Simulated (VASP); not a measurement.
Ti3Nb, 4 atoms in the cell. The structure is cubic, space group Pm-3m (No. 221). Conventional cell: a = 4.133 Å, b = 4.133 Å, c = 4.133 Å, α = 90.00°, β = 90.00°, γ = 90.00°. Around Nb (site symmetry m-3m) lie 12 Ti at 2.92 Å. Ti (site symmetry 4/mmm) has 4 Nb at 2.92 Å and 8 Ti at 2.92 Å as nearest neighbours. The cell comes from a database or a generator and needn't be the stable form of this composition.

| Quantity | Value |
| --- | --- |
| Program | VASP 6.6.1 |
| Task | single point |
| Functional | PBEsol |
| Potentials or basis | VASP PAW PBE potentials, release 64 (Nb_sv, Ti_sv) |
| Cutoff | 520 eV |
| k mesh | 7 × 7 × 7 |
| Occupations | fermi-dirac, width 0.05 eV |
| Spin | no spin polarisation |
| Ladder | free |
| Further INCAR settings | ALGO = Normal; EDIFF = 1e-07; NBANDS = 32 |

Potentials or basis: VASP PAW PBE potentials, release 64 (Nb_sv, Ti_sv).

The run is started by

```sh
$ cat potpaw_PBE.64/Nb_sv/POTCAR potpaw_PBE.64/Ti_sv/POTCAR > POTCAR
$ mpirun -np 1 vasp_std > vasp.out
```

Hardware: 1 thread of Intel(R) Xeon(R) 6975P-C (Granite Rapids), with other jobs on the host.

Q: How long does it take, and how much memory?

A: It took 21 s on 1 thread of Intel(R) Xeon(R) 6975P-C (Granite Rapids), with other jobs on the host, peak memory 0.19 GiB. Counts: scf iterations 16, k points 20.
